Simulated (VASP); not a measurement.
# GaIr (Pm-3m) in VASP: further runs

One crystal, GaIr, is run at these levels: LDA; tasks: single point, relaxation of cell and atoms.

All numbers are computed with VASP 6.6.1; they aren't measurements. Logs are shortened: lines on timing, memory, paths and dates and some standing lists are left out, and cuts for length are marked.

## Step 1: The crystal as given

Symmetry: Pm-3m, No. 221, cubic system. Conventional cell: a = 2.998 Å, b = 2.998 Å, c = 2.998 Å, α = 90.00°, β = 90.00°, γ = 90.00°. Ga (site symmetry m-3m) is surrounded by 8 Ir at 2.60 Å. Ir (site symmetry m-3m) has 8 Ga at 2.60 Å as nearest neighbours.

## Step 2: Single point, LDA

Contents of INCAR:

```
PREC = Accurate
ENCUT = 520
EDIFF = 1E-6
ISMEAR = 0
SIGMA = 0.1
LREAL = F
LASPH = T
NELM = 100
ALGO = Fast
ISIF = 2
LWAVE = F
LCHARG = T
LELF = T
LVHAR = T
NBANDS = 18
```

Contents of KPOINTS:

```
Automatic mesh
0
Gamma
  14 14 14
```

Contents of POSCAR:

```
GaIr
1.0
    2.9979262637      0.0000000000      0.0000000000
    0.0000000000      2.9979262637      0.0000000000
    0.0000000000      0.0000000000      2.9979262637
Ga Ir
1 1
Direct
    0.0000000000      0.0000000000      0.0000000000
    0.5000000000      0.5000000000      0.5000000000
```

Potentials or basis: VASP PAW LDA potentials, release 64 (Ga_d, Ir).

Started as:

```
$ cat potpaw_LDA.64/Ga_d/POTCAR potpaw_LDA.64/Ir/POTCAR > POTCAR
$ mpirun -np 1 vasp_std > vasp.out
```

OUTCAR:

```text
PREC = Accurate
   ENCUT = 520
   EDIFF = 1E-6
   ISMEAR = 0
   LREAL = F
   LASPH = T
   NELM = 100
   ISIF = 2

 ion  position               nearest neighbor table
   1  0.000  0.000  0.000-   2 2.60   2 2.60   2 2.60   2 2.60   2 2.60   2 2.60   2 2.60   2 2.60

   2  0.500  0.500  0.500-   1 2.60   1 2.60   1 2.60   1 2.60   1 2.60   1 2.60   1 2.60   1 2.60

  LATTYP: Found a simple cubic cell.
 ALAT       =     2.9979262637

  Lattice vectors:

 A1 = (   2.9979262637,   0.0000000000,   0.0000000000)
 A2 = (   0.0000000000,   2.9979262637,   0.0000000000)
 A3 = (   0.0000000000,   0.0000000000,   2.9979262637)

Analysis of symmetry for initial positions (statically):
=====================================================================
 Subroutine PRICEL returns:
 Original cell was already a primitive cell.

 Routine SETGRP: Setting up the symmetry group for a
 simple cubic supercell.

 Subroutine GETGRP returns: Found 48 space group operations
 (whereof 48 operations were pure point group operations)
 out of a pool of 48 trial point group operations.

The static configuration has the point symmetry O_h .

Analysis of symmetry for dynamics (positions and initial velocities):
=====================================================================
 Subroutine PRICEL returns:
 Original cell was already a primitive cell.

 Routine SETGRP: Setting up the symmetry group for a
 simple cubic supercell.

 Subroutine GETGRP returns: Found 48 space group operations
 (whereof 48 operations were pure point group operations)
 out of a pool of 48 trial point group operations.

The dynamic configuration has the point symmetry O_h .

 Subroutine INISYM returns: Found 48 space group operations
 (whereof 48 operations are pure point group operations),
 and found     1 'primitive' translations

----------------------------------------------------------------------------------------

                                     Primitive cell

  volume of cell :      26.9440

  direct lattice vectors                    reciprocal lattice vectors
     2.997926264  0.000000000  0.000000000     0.333563908  0.000000000  0.000000000
     0.000000000  2.997926264  0.000000000     0.000000000  0.333563908  0.000000000
     0.000000000  0.000000000  2.997926264     0.000000000  0.000000000  0.333563908

  length of vectors
     2.997926264  2.997926264  2.997926264     0.333563908  0.333563908  0.333563908

  position of ions in fractional coordinates (direct lattice)
     0.000000000  0.000000000  0.000000000
     0.500000000  0.500000000  0.500000000

  ion indices of the primitive-cell ions
   primitive index   ion index
                 1           1
                 2           2

----------------------------------------------------------------------------------------

 KPOINTS: Automatic mesh

Automatic generation of k-mesh.
 Grid dimensions read from file:
 generate k-points for:   14   14   14

 Generating k-lattice:

  Cartesian coordinates                     Fractional coordinates (reciprocal lattice)
     0.023825993  0.000000000  0.000000000     0.071428571  0.000000000  0.000000000
     0.000000000  0.023825993  0.000000000     0.000000000  0.071428571  0.000000000
     0.000000000  0.000000000  0.023825993     0.000000000  0.000000000  0.071428571

  Length of vectors
     0.023825993  0.023825993  0.023825993

  Shift w.r.t. Gamma in fractional coordinates (k-lattice)
     0.000000000  0.000000000  0.000000000

 Subroutine IBZKPT returns following result:
 ===========================================

 Found    120 irreducible k-points:

 Following reciprocal coordinates:
            Coordinates               Weight
  0.000000  0.000000  0.000000      1.000000
  0.071429  0.000000  0.000000      6.000000
  0.142857  0.000000  0.000000      6.000000
  0.214286  0.000000  0.000000      6.000000
  0.285714  0.000000  0.000000      6.000000
  0.357143  0.000000  0.000000      6.000000
[... 16 lines left out ...]
  0.285714  0.214286  0.000000     24.000000
  0.357143  0.214286  0.000000     24.000000
 [... further k-points ...]
   k-points           NKPTS =    120   k-points in BZ     NKDIM =    120   number of bands    NBANDS=     18
   number of dos      NEDOS =    301   number of ions     NIONS =      2
   total plane-waves  NPLWV =  13824
   dimension x,y,z NGX =    24 NGY =   24 NGZ =   24
   dimension x,y,z NGXF=    48 NGYF=   48 NGZF=   48
   ions per type =               1   1
   NGX,Y,Z   is equivalent  to a cutoff of  13.31, 13.31, 13.31 a.u.
   NGXF,Y,Z  is equivalent  to a cutoff of  26.62, 26.62, 26.62 a.u.
 SYSTEM =  unknown system
   PREC   = accura    normal or accurate (medium, high low for compatibility)
   ISTART =      0    job   : 0-new  1-cont  2-samecut
   ICHARG =      2    charge: 1-file 2-atom 10-const
   ISPIN  =      1    spin polarized calculation?
   LNONCOLLINEAR =      F non collinear calculations
   LSORBIT =      F    spin-orbit coupling
   LASPH  =      T    aspherical Exc in radial PAW
   ENCUT  =  520.0 eV  38.22 Ry    6.18 a.u.   5.57  5.57  5.57*2*pi/ulx,y,z
   NELM   =    100;   NELMIN=  2; NELMDL= -5     # of ELM steps
   EDIFF  = 0.1E-05   stopping-criterion for ELM
   LREAL  =      F    real-space projection
   EDIFFG = 0.1E-04   stopping-criterion for IOM
   NSW    =      0    number of steps for IOM
   IBRION =     -1    ionic relax: 0-MD 1-quasi-New 2-CG
   NFREE  =      0    steps in history (QN), initial steepest desc. (CG)
   ISIF   =      2    stress and relaxation
   ISYM   =      2    0-nonsym 1-usesym 2-fastsym
   POTIM  = 0.5000    time-step for ionic-motion
   TEBEG  =    0.0;   TEEND  =   0.0 temperature during run
   PSTRESS=    0.0 pullay stress
   NELECT =      22.0000    total number of electrons
   NUPDOWN=      -1.0000    fix difference up-down
   EMIN   =  10.00;   EMAX   =-10.00  energy-range for DOS
   EFERMI =   0.00;   METHOD = LEGACY
   ISMEAR =     0;   SIGMA  =   0.10  broadening in eV -4-tet -1-fermi 0-gaus
   EFERMI_NEDOS =   21; number of points for ismear=-14 and -15
   IALGO  =     68    algorithm
   IMIX   =      4    mixing-type and parameters
     AMIX     =   0.40;   BMIX     =  1.00
     AMIX_MAG =   1.60;   BMIX_MAG =  1.00
  volume/ion in A,a.u.               =      13.47        90.91
  Fermi-wavevector in a.u.,A,eV,Ry     =   1.530129  2.891525 31.855259  2.341295
  Thomas-Fermi vector in A             =   2.637655
   LORBIT       =      0    0 simple, 1 ext, 2 COOP (PROOUT), +10 PAW based schemes
   GGA     = CA    functional components
   LHFCALC =     F    Hartree Fock is set to
   AEXX    =    0.0000 exact exchange contribution
   IVDW    =     0    specifies the selected vdW correction
   LEPSILON=     F    determine dielectric tensor
   LRPA    =     F    only Hartree local field effects (RPA)
 non-spin polarized calculation
 RMM-DIIS sequential band-by-band and
 Gauss-broadening in eV      SIGMA  =   0.10
  energy-cutoff  :      520.00
  volume of cell :       26.94
 maximum number of plane-waves:       740
 NGX is ok and might be reduce to    24
   NGX = 11   NGY = 11   NGZ = 11

 number of electron      22.0000002 magnetization

 Free energy of the ion-electron system (eV)
  ---------------------------------------------------
  ext. energy  EPLUGINS =         0.00000000
  ---------------------------------------------------
  free energy    TOTEN  =       -14.77533364 eV

  energy without entropy =      -14.77304270  energy(sigma->0) =      -14.77418817

 E-fermi :  10.1417     XC(G=0): -13.8188

 val. band max:       10.1213181625   @ k =   0.4286   0.4286   0.0000
 cond. band min:      10.1834957414   @ k =   0.5000   0.3571   0.0000
 fundamental gap:      0.0621775790
 Fermi energy:        10.1417401097

 k-point     1 :       0.0000    0.0000    0.0000
  band No.  band energies     occupation
      1      -5.6469      2.00000
      2      -5.6469      2.00000
      3      -5.3777      2.00000
      4      -5.3777      2.00000
      5      -5.3777      2.00000
      6      -2.9974      2.00000
[... 10 lines left out ...]
     17      22.9009      0.00000
     18      28.3782      0.00000

 k-point     2 :       0.0714    0.0000    0.0000
  band No.  band energies     occupation
      1      -5.6433      2.00000
      2      -5.6340      2.00000
      3      -5.3803      2.00000
      4      -5.3803      2.00000
      5      -5.3761      2.00000
      6      -2.8934      2.00000
[... 10 lines left out ...]
     17      23.2568      0.00000
     18      28.4688      0.00000

 k-point     3 :       0.1429    0.0000    0.0000
  band No.  band energies     occupation
      1      -5.6332      2.00000
      2      -5.5984      2.00000
      3      -5.3874      2.00000
      4      -5.3874      2.00000
      5      -5.3714      2.00000
      6      -2.5848      2.00000
[... 10 lines left out ...]
     17      24.4897      0.00000
     18      28.4398      0.00000

 k-point     4 :       0.2143    0.0000    0.0000
  band No.  band energies     occupation
      1      -5.6187      2.00000
      2      -5.5475      2.00000
      3      -5.3977      2.00000
      4      -5.3977      2.00000
      5      -5.3647      2.00000
      6      -2.0805      2.00000
[... 375 lines left out ...]
      4      -5.4208      2.00000
      5      -5.3779      2.00000
      6      -1.2061      2.00000
[... 10 lines left out ...]
     17      25.4972      0.00000
     18      26.1955      0.00000

 k-point    23 :       0.2857    0.2143    0.0000
  band No.  band energies     occupation
      1      -5.5562      2.00000
      2      -5.4805      2.00000
      3      -5.4330      2.00000
      4      -5.4309      2.00000
      5      -5.3864      2.00000
      6      -0.5749      2.00000
[... 10 lines left out ...]
     17      25.5533      0.00000
     18      26.0668      0.00000

 k-point    24 :       0.3571    0.2143    0.0000
  band No.  band energies     occupation
      1      -5.5454      2.00000
      2      -5.5043      2.00000
      3      -5.4435      2.00000
      4      -5.3946      2.00000
      5      -5.3845      2.00000
      6       0.1772      2.00000
[... 10 lines left out ...]
     17      24.9050      0.00000
     18      25.6790      0.00000

 [... further k-points ...]
[... 5 lines left out ...]
  --------------------------------------------------------------------------------------
  -------------------------------------------------------------------------------------
  Total        0.2298056      0.2298056      0.2298056     -0.0000000     -0.0000000     -0.0000000
  in kB       13.6649617     13.6649617     13.6649617     -0.0000000     -0.0000000     -0.0000000
  external PRESSURE =      13.6649617 kB  Pullay stress =       0.0000000 kB

 VOLUME and BASIS-vectors are now :
 -----------------------------------------------------------------------------
  energy-cutoff  :      520.00
  volume of cell :       26.94
      direct lattice vectors                 reciprocal lattice vectors
     2.997926264  0.000000000  0.000000000     0.333563908  0.000000000  0.000000000
     0.000000000  2.997926264  0.000000000     0.000000000  0.333563908  0.000000000
     0.000000000  0.000000000  2.997926264     0.000000000  0.000000000  0.333563908

 POSITION                                       TOTAL-FORCE (eV/Angst)
 -----------------------------------------------------------------------------------
      0.00000      0.00000      0.00000         0.000000      0.000000      0.000000
      1.49896      1.49896      1.49896         0.000000      0.000000      0.000000
 -----------------------------------------------------------------------------------
    total drift:                                0.000000      0.000000     -0.000000

  FREE ENERGIE OF THE ION-ELECTRON SYSTEM (eV)
  ---------------------------------------------------
  free  energy   TOTEN  =       -14.7753336394 eV

  energy  without entropy=      -14.7730426970  energy(sigma->0) =      -14.77418817
```

It took 24 s on 1 thread of Intel Xeon Platinum 8559C (Emerald Rapids), shared host; peak memory 0.17 GiB.

What came out:

| Quantity | Value |
| --- | --- |
| Free energy | -14.7753 eV |
| Pressure | 1.4 GPa |
| Band gap on the k mesh | none (metal or under the smearing width) |

## Step 3: Relaxation of cell and atoms, LDA

This run uses another cell than the first one, of 13.55 Å³/atom, 1.006 times its volume.

Contents of INCAR:

```
PREC = Accurate
ENCUT = 600
EDIFF = 1E-6
ISMEAR = 0
SIGMA = 0.1
LREAL = False
LASPH = True
NELM = 100
ALGO = Fast
ISIF = 3
LWAVE = False
LCHARG = False
IBRION = 2
NSW = 100
EDIFFG = -0.005
```

KPOINTS is that of step 2.

Contents of POSCAR:

```
GaIr
1.0
    3.0040000000      0.0000000000      0.0000000000
    0.0000000000      3.0040000000      0.0000000000
    0.0000000000      0.0000000000      3.0040000000
Ga Ir
1 1
Direct
    0.0000000000      0.0000000000      0.0000000000
    0.5000000000      0.5000000000      0.5000000000
```

Potentials or basis: VASP PAW LDA potentials, release 64 (Ga_d, Ir).

Started as:

```
$ cat potpaw_LDA.64/Ga_d/POTCAR potpaw_LDA.64/Ir/POTCAR > POTCAR
$ mpirun -np 1 vasp_std > vasp.out
```

OUTCAR:

```text
PREC = Accurate
   ENCUT = 600
   EDIFF = 1E-6
   ISMEAR = 0
   LREAL = False
   LASPH = True
   NELM = 100
   ISIF = 3
   IBRION = 2
   NSW = 100
   EDIFFG = -0.005

 ion  position               nearest neighbor table
   1  0.000  0.000  0.000-   2 2.60   2 2.60   2 2.60   2 2.60   2 2.60   2 2.60   2 2.60   2 2.60

   2  0.500  0.500  0.500-   1 2.60   1 2.60   1 2.60   1 2.60   1 2.60   1 2.60   1 2.60   1 2.60

  LATTYP: Found a simple cubic cell.
 ALAT       =     3.0040000000

  Lattice vectors:

 A1 = (   3.0040000000,   0.0000000000,   0.0000000000)
 A2 = (   0.0000000000,   3.0040000000,   0.0000000000)
 A3 = (   0.0000000000,   0.0000000000,   3.0040000000)

Analysis of symmetry for initial positions (statically):
=====================================================================
 Subroutine PRICEL returns:
 Original cell was already a primitive cell.

 Routine SETGRP: Setting up the symmetry group for a
 simple cubic supercell.

 Subroutine GETGRP returns: Found 48 space group operations
 (whereof 48 operations were pure point group operations)
 out of a pool of 48 trial point group operations.

The static configuration has the point symmetry O_h .

Analysis of symmetry for dynamics (positions and initial velocities):
=====================================================================
 Subroutine PRICEL returns:
 Original cell was already a primitive cell.

 Routine SETGRP: Setting up the symmetry group for a
 simple cubic supercell.

 Subroutine GETGRP returns: Found 48 space group operations
 (whereof 48 operations were pure point group operations)
 out of a pool of 48 trial point group operations.

The dynamic configuration has the point symmetry O_h .

 Subroutine INISYM returns: Found 48 space group operations
 (whereof 48 operations are pure point group operations),
 and found     1 'primitive' translations

----------------------------------------------------------------------------------------
[... 135 lines left out ...]

 number of electron      22.0000007 magnetization

 Free energy of the ion-electron system (eV)
  ---------------------------------------------------
  ext. energy  EPLUGINS =         0.00000000
  ---------------------------------------------------
  free energy    TOTEN  =       -14.77602488 eV

  energy without entropy =      -14.77367336  energy(sigma->0) =      -14.77484912

------------------------ aborting loop because EDIFF is reached ----------------------------------------

  FORCE on cell =-STRESS in cart. coord.  units (eV):
  Direction    XX          YY          ZZ          XY          YZ          ZX
  --------------------------------------------------------------------------------------
  -------------------------------------------------------------------------------------
  Total       -0.0446674     -0.0446674     -0.0446674     -0.0000000      0.0000000     -0.0000000
  in kB       -2.6399839     -2.6399839     -2.6399839     -0.0000000      0.0000000     -0.0000000
  external PRESSURE =      -2.6399839 kB  Pullay stress =       0.0000000 kB
[... 59 lines left out ...]
--------------------------------------- Ionic step        3  -------------------------------------------

 number of electron      22.0000007 magnetization

 Free energy of the ion-electron system (eV)
  ---------------------------------------------------
  ext. energy  EPLUGINS =         0.00000000
  ---------------------------------------------------
  free energy    TOTEN  =       -14.77602933 eV

  energy without entropy =      -14.77368465  energy(sigma->0) =      -14.77485699

 E-fermi :  10.0542     XC(G=0): -13.7868

 val. band max:       10.0341299900   @ k =   0.4286   0.4286   0.0000
 cond. band min:      10.0952197693   @ k =   0.5000   0.3571   0.0000
 fundamental gap:      0.0610897793
 Fermi energy:        10.0542293674

 k-point     1 :       0.0000    0.0000    0.0000
  band No.  band energies     occupation
      1      -5.7152      2.00000
      2      -5.7152      2.00000
      3      -5.4509      2.00000
      4      -5.4509      2.00000
      5      -5.4509      2.00000
      6      -3.0237      2.00000
      7       4.7485      2.00000
      8       4.7485      2.00000
      9       8.5500      2.00000
     10       8.5500      2.00000
     11       8.5500      2.00000
     12      13.8303      0.00000
     13      13.8303      0.00000
     14      13.8303      0.00000
[... 401 lines left out ...]
      2      -5.5753      2.00000
      3      -5.5157      2.00000
      4      -5.4676      2.00000
      5      -5.4573      2.00000
      6       0.1359      2.00000
      7       3.7774      2.00000
      8       5.4902      2.00000
      9       6.3815      2.00000
     10       6.9186      2.00000
     11       8.0089      2.00000
     12      10.6156      0.00000
     13      14.3273      0.00000
     14      18.6501      0.00000
     15      18.9175      0.00000

 [... further k-points ...]
[... 5 lines left out ...]
  --------------------------------------------------------------------------------------
  -------------------------------------------------------------------------------------
  Total        0.0026595      0.0026595      0.0026595     -0.0000000     -0.0000000      0.0000000
  in kB        0.1572830      0.1572830      0.1572830     -0.0000000     -0.0000000      0.0000000
  external PRESSURE =       0.1572830 kB  Pullay stress =       0.0000000 kB
[... 17 lines left out ...]
  FREE ENERGIE OF THE ION-ELECTRON SYSTEM (eV)
  ---------------------------------------------------
  free  energy   TOTEN  =       -14.7760293331 eV

  energy  without entropy=      -14.7736846506  energy(sigma->0) =      -14.77485699

 reached required accuracy - stopping structural energy minimisation
```

Run time: 37 s. Hardware: 1 thread of Intel Xeon Platinum 8559C (Emerald Rapids), shared host; peak memory 0.19 GiB.

What came out:

```
Free energy                            : -14.7760 eV
Relaxed volume                         : 13.55 Å³/atom
Relaxed cell                           : a = 3.003 Å, b = 3.003 Å, c = 3.003 Å, α = 90.00°, β = 90.00°, γ = 90.00°
Space group after relaxing (to 0.05 Å) : Pm-3m (No. 221)
Energy gained by relaxing              : 0.0 meV/atom
Ionic steps                            : 3
Pressure after relaxing                : 0.0 GPa
Band gap on the k mesh                 : none (metal or under the smearing width)
```

Final structure:
```
Ga Ir
1.0
     3.00336    0.00000    0.00000
     0.00000    3.00336    0.00000
     0.00000    0.00000    3.00336
Ga Ir
1 1
Direct
  0.00000 0.00000 0.00000
  0.50000 0.50000 0.50000
```

Levels at points of the mesh, in eV from the Fermi level:
| k point | band 7 | band 8 | band 9 | band 10 | band 11 | band 12 | band 13 | band 14 | band 15 |
| --- | --- | --- | --- | --- | --- | --- | --- | --- | --- |
| (0.00, 0.00, 0.00) | -5.31 | -5.31 | -1.50 | -1.50 | -1.50 | 3.78 | 3.78 | 3.78 | 9.34 |
| (0.50, 0.00, 0.00) | -8.44 | -4.98 | -3.74 | -3.74 | -1.46 | 0.22 | 8.81 | 10.95 | 11.12 |
| (0.50, 0.50, 0.00) | -5.01 | -3.51 | -3.51 | -2.70 | -2.70 | -0.23 | 2.90 | 3.50 | 8.27 |
| (0.50, 0.50, 0.50) | -6.84 | -6.84 | -1.82 | -0.12 | -0.12 | 3.53 | 3.53 | 3.53 | 6.40 |

The run has no spin-orbit coupling, so splittings on Ir are missing.
